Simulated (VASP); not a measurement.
**V under biaxial strain in the (001) plane**

How do stress and energy of V follow biaxial strain in the (001) plane?

Program: VASP 6.6.1. Level of theory: r2SCAN, no spin polarisation; plane waves and PAW (V_sv), in the first sound run; inputs show where later runs differ. Results are calculated unless marked as measured.

### 1. The structure

Symmetry: Im-3m, No. 229, cubic system. The conventional cell has a = 3.020 Å, b = 3.020 Å, c = 3.020 Å, α = 90.00°, β = 90.00°, γ = 90.00°. Nearest to V lie 8 V at 2.62 Å.

As a file:

```xyz
1
Lattice="-1.5100 1.5100 1.5100 1.5100 -1.5100 1.5100 1.5100 1.5100 -1.5100" Properties=species:S:1:pos:R:3 pbc="T T T"
V     0.0000    0.0000    0.0000
```

### 2. Relax the crystal, r2SCAN

The series starts from the cell that this level prefers, so that zero strain is near zero stress.

This step took 2 runs in a row; the last is shown.

Level: r2SCAN, no spin polarisation; plane waves and PAW (V_sv).

INCAR reads:

```
SYSTEM = V
PREC = Accurate
ENCUT = 450
EDIFF = 1E-07
NELM = 120
ISMEAR = 1
SIGMA = 0.15
LREAL = .FALSE.
ALGO = Normal
METAGGA = R2SCAN
LASPH = .TRUE.
NBANDS = 12
LORBIT = 11
LWAVE = .FALSE.
LCHARG = .FALSE.
KPAR = 8
IBRION = 2
NSW = 40
ISIF = 3
EDIFFG = -0.005
POTIM = 0.4
```

POSCAR reads:

```
V
1.0
   -1.4918923975      1.4918923975      1.4918923975
    1.4918923975     -1.4918923975      1.4918923975
    1.4918923975      1.4918923975     -1.4918923975
V
1
Direct
    0.0000000000      0.0000000000      0.0000000000
```

KPOINTS reads:

```
Automatic mesh
0
Gamma
27 27 27
0 0 0
```

Potentials, in the order of the species: V_sv (PBE family, release 64).

Command:

```console
$ mpirun -np 8 vasp_std
```

Output:

```text
[banner, memory and clock lines left out]
running    8 mpi-ranks, on    1 nodes
[...]
|                                                                             |
|           W    W    AA    RRRRR   N    N  II  N    N   GGGG   !!!           |
|           W    W   A  A   R    R  NN   N  II  NN   N  G    G  !!!           |
|           W    W  A    A  R    R  N N  N  II  N N  N  G       !!!           |
|           W WW W  AAAAAA  RRRRR   N  N N  II  N  N N  G  GGG   !            |
|           WW  WW  A    A  R   R   N   NN  II  N   NN  G    G                |
|           W    W  A    A  R    R  N    N  II  N    N   GGGG   !!!           |
|                                                                             |
|     For optimal performance we recommend to set                             |
|       NCORE = 2 up to number-of-cores-per-socket                            |
|     NCORE specifies how many cores store one orbital (NPAR=cpu/NCORE).      |
|     This setting can greatly improve the performance of VASP for DFT.       |
[...]
DAV:   2    -0.141304698261E+02    0.73558E-03   -0.16778E-03 13536   0.703E-01    0.597E-02
DAV:   3    -0.141304705017E+02   -0.67564E-06   -0.80347E-06 14072   0.344E-02    0.346E-02
DAV:   4    -0.141304686014E+02    0.19003E-05   -0.60240E-06 14200   0.301E-02    0.268E-03
DAV:   5    -0.141304685277E+02    0.73760E-07   -0.86482E-08 10788   0.416E-03
   2 F= -.14130469E+02 E0= -.14130563E+02  d E =0.343234E-07
 trial-energy change:    0.000000  1 .order   -0.000001   -0.000028    0.000026
 step:   0.4891(harm=  0.5199)  dis= 0.00000  next Energy=   -14.130475 (dE=-0.681E-05)
[...]
N       E                     dE             d eps       ncg     rms          rms(c)
DAV:   1    -0.141306662894E+02   -0.19769E-03   -0.30819E-03 13452   0.964E-01    0.153E-01
DAV:   2    -0.141304787019E+02    0.18759E-03   -0.44106E-04 13536   0.359E-01    0.303E-02
DAV:   3    -0.141304760354E+02    0.26665E-05   -0.20935E-06 14036   0.176E-02    0.175E-02
DAV:   4    -0.141304751091E+02    0.92622E-06   -0.15902E-06 14224   0.155E-02    0.141E-03
DAV:   5    -0.141304751917E+02   -0.82526E-07   -0.22524E-08  7576   0.218E-03
   3 F= -.14130475E+02 E0= -.14130570E+02  d E =-.662968E-05
[...]
reached required accuracy - stopping structural energy minimisation
```

Run time: 74 s. Hardware: 8 MPI ranks of AMD EPYC 7R32 (Zen 2), shared host; peak memory 1.2 GiB; 9.8 min of CPU time.

The logs omit lines about the potential files and the build; timing stands in the text.

From OUTCAR (step 2):

```text
  Total       -0.0011735     -0.0011735     -0.0011735      0.0000000      0.0000000      0.0000000
  in kB       -0.1416852     -0.1416852     -0.1416852      0.0000000      0.0000000      0.0000000
  external PRESSURE =      -0.1416852 kB  Pullay stress =       0.0000000 kB

 POSITION                                       TOTAL-FORCE (eV/Angst)
 -----------------------------------------------------------------------------------
      0.00000      0.00000      0.00000         0.000000      0.000000      0.000000
 -----------------------------------------------------------------------------------
    total drift:                               -0.000000     -0.000000      0.000000

  FREE ENERGIE OF THE ION-ELECTRON SYSTEM (eV)
  ---------------------------------------------------
  free  energy   TOTEN  =       -14.1304751917 eV

  energy  without entropy=      -14.1307606964  energy(sigma->0) =      -14.13057036

 reached required accuracy - stopping structural energy minimisation

[... 3 further parts left out ...]
[key lines of the parts left out:]
E-fermi :   9.8461
```

Numbers from this step:

```
energy(sigma→0) of the program : -14.1306 eV
stress, compression positive   : xx, yy, zz -0.01, -0.01, -0.01 GPa
volume                         : 13.271 Å³
ionic steps                    : 3
```

### 3. Strain along the normal, r2SCAN

One member in full: the plane is strained by 1 %, and the strain along the normal is moved by secant steps until the normal stress is under 0.012 GPa or five steps are spent; the atoms relax at each step.

This step took 3 runs, each at a new trial strain with the atoms of the one before; the last is shown.

Level: r2SCAN, no spin polarisation; plane waves and PAW (V_sv).

INCAR: that of step 2 with these lines changed.

```diff
@@ -15,7 +15,7 @@
 LCHARG = .FALSE.
-KPAR = 8
-IBRION = 2
-NSW = 40
-ISIF = 3
-EDIFFG = -0.005
-POTIM = 0.4
+KPAR = 2
+IBRION = 1
+NSW = 25
+ISIF = 2
+EDIFFG = -0.004
+POTIM = 0.3
```

POSCAR reads:

```
V
1.0
   -1.5063660480      1.5063660480      1.4757537970
    1.5063660480     -1.5063660480      1.4757537970
    1.5063660480      1.5063660480     -1.4757537970
V
1
Direct
    0.0000000000      0.0000000000      0.0000000000
```

KPOINTS is that of step 2.

Command:

```console
$ mpirun -np 2 vasp_std
```

Output:

```text
[banner, memory and clock lines left out]
running    2 mpi-ranks, on    1 nodes
[...]
[... a notice as in an earlier step ...]

 LDA part: xc-table for (None), standard interpolation
 POSCAR, INCAR and KPOINTS ok, starting setup
[...]
entering main loop
       N       E                     dE             d eps       ncg     rms          rms(c)
DAV:   1     0.780265455486E+02    0.78027E+02   -0.66704E+03 35464   0.110E+03
DAV:   2    -0.176180892605E+02   -0.95645E+02   -0.92848E+02 36060   0.322E+02
DAV:   3    -0.188777606167E+02   -0.12597E+01   -0.12560E+01 39212   0.432E+01
DAV:   4    -0.188843423228E+02   -0.65817E-02   -0.65816E-02 38092   0.333E+00
[...]
DAV:  13    -0.141286525521E+02   -0.87765E-06   -0.21108E-08 20276   0.177E-03    0.183E-03
DAV:  14    -0.141286529209E+02   -0.36878E-06   -0.47963E-08 18164   0.353E-03    0.143E-04
DAV:  15    -0.141286529541E+02   -0.33182E-07   -0.16260E-09 17924   0.510E-04
   1 F= -.14128653E+02 E0= -.14128681E+02  d E =-.141287E+02
 BRION: g(F)=  0.346E-61 g(S)=  0.000E+00
 reached required accuracy - stopping structural energy minimisation
```

It took 5.9 min on 2 MPI ranks; peak memory 0.51 GiB; 12 min of CPU time.

OUTCAR, selected parts (step 3):

```text
  Total       -0.2205315     -0.2205315     -0.0000241      0.0000000      0.0000000      0.0000000
  in kB      -26.3782691    -26.3782691     -0.0028826      0.0000000      0.0000000      0.0000000
  external PRESSURE =     -17.5864736 kB  Pullay stress =       0.0000000 kB

 POSITION                                       TOTAL-FORCE (eV/Angst)
 -----------------------------------------------------------------------------------
      0.00000      0.00000      0.00000         0.000000     -0.000000     -0.000000
 -----------------------------------------------------------------------------------
    total drift:                                0.000000     -0.000000      0.000000

  FREE ENERGIE OF THE ION-ELECTRON SYSTEM (eV)
  ---------------------------------------------------
  free  energy   TOTEN  =       -14.1286529541 eV

  energy  without entropy=      -14.1287385594  energy(sigma->0) =      -14.12868149

[... 1 part as in an earlier step ...]

[... 3 further parts left out ...]
[key lines of the parts left out:]
E-fermi :   9.7301
```

This run gave:

- energy(sigma→0) of the program: -14.1287 eV
- stress, compression positive: xx, yy, zz -2.64, -2.64, 0.00 GPa
- ionic steps: 1

### 4. The whole series

The other members went through these steps as far as the tables show, with the same cutoff and, step by step, the same mesh; 26 runs are not shown. The session took 5.4 core hours (wall time by ranks) on a shared machine.

| in-plane strain (%) | strain along the normal (%) | in-plane stress, tension positive (GPa) | energy above the unstrained row, extrapolated to no smearing (meV/atom) |
| --- | --- | --- | --- |
| -2.000 | 2.243 | -5.724 | 10.294 |
| -1.500 | 1.653 | -4.258 | 5.952 |
| -1.000 | 1.080 | -2.822 | 2.795 |
| -0.500 | 0.528 | -1.397 | 0.814 |
| 0 | -0.007 | 0.007 | 0.000 |
| 0.500 | -0.528 | 1.367 | 0.340 |
| 1.000 | -1.053 | 2.638 | 1.818 |
| 1.500 | -1.591 | ? | ? |
| 2.000 | -2.159 | 4.780 | 7.702 |

### 5. Stress from the known rows

Fitting a parabola to the 8 known rows (e: strain in %) gives stress = − 0.1226 e² + 2.655 e + 0.01703 in GPa; the residuals are 0.055 GPa r.m.s.

At e = 1.5 this predicts 3.723 GPa.

### 6. Checking the prediction

The calculation gives 3.782 GPa, so the prediction is 0.059 GPa too low, within twice the residual of the fit.

Slopes at zero strain, from cubics through all rows: strain ratio -1.055, stress over strain 276 GPa.

### 7. Outcome

```yaml
error_of_the_predicted_stress: -0.059 GPa
ratio_of_normal_to_in_plane_strain: -1.055
biaxial_modulus: 276 GPa
```

As a check, the curvature of the energy gives 280 GPa for the same modulus (energy per volume = M × strain²), 1 % from the slope of the stress; these energies are extrapolated to no smearing, while the stress belongs to the free energy, so part of the difference may come from that. The energy also has a linear term worth 0.26 GPa that the stress column lacks, a mark of the finite basis or of the smearing. These are static values: temperature and zero-point motion are left out. In a metal the slopes also depend on mesh and smearing, which were held through the series.

[Lines on the potential files, build, host, timing and source positions are cut from VASP's logs without a mark.]

[Logs are printed without paths, hosts, clocks, repeated set-up lines and the standing remarks that a program may print on its own settings, such as how far it seeks lower states.]

[Hosts, paths, dates, database ids (printed as entryN), source tags and the programs' standing remarks are cut or masked in the printed files.]

[In band tables of VASP the shares of atoms and orbitals are scaled to a sum of 1 inside the atoms' spheres.]
